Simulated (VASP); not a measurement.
All values below come from PBE GGA, VASP's PBE PAW potentials (set 64) (plane waves; VASP).

VASP input:

INCAR:
```
# general
SYSTEM=Si
PREC  =Accurate
ENCUT =520
LREAL =.False.   # projection in real space or not
LASPH =.True.   # aspherical one-centre terms

# electronic loop
EDIFF =1E-6
NELM  =100   # most electronic steps
ALGO  =Normal   # blocked Davidson

# smearing
ISMEAR=0   # Gaussian
SIGMA =0.05   # width (eV)

# functional
GGA   =PE   # PBE

# output
LWAVE =.False.
LCHARG=.True.
```

### POSCAR
```
Si
1
    0.0000000000     2.7342745149     2.7342745149
    2.7342745149     0.0000000000     2.7342745149
    2.7342745149     2.7342745149     0.0000000000
Si
2
Direct
  0.0000000000   0.0000000000   0.0000000000
  0.2500000000   0.2500000000   0.2500000000
```

### KPOINTS
```
Regular mesh
0
G
8 8 8
```

POTCAR, in this order: Si (PBE.64 set). Program: vasp_std.

**Question.** What will the output report for the number of irreducible k-points (NKPTS), largest plane-wave count, number of space-group operations, FFT grid (NGX, NGY, NGZ)?

**Answer.** 
```yaml
number of irreducible k-points (NKPTS): 29
largest_plane_wave_count: 1124
number_of_space_group_operations: 48
FFT grid (NGX, NGY, NGZ): 30 × 30 × 30
```

The compound is Si in the diamond structure. It was relaxed first.
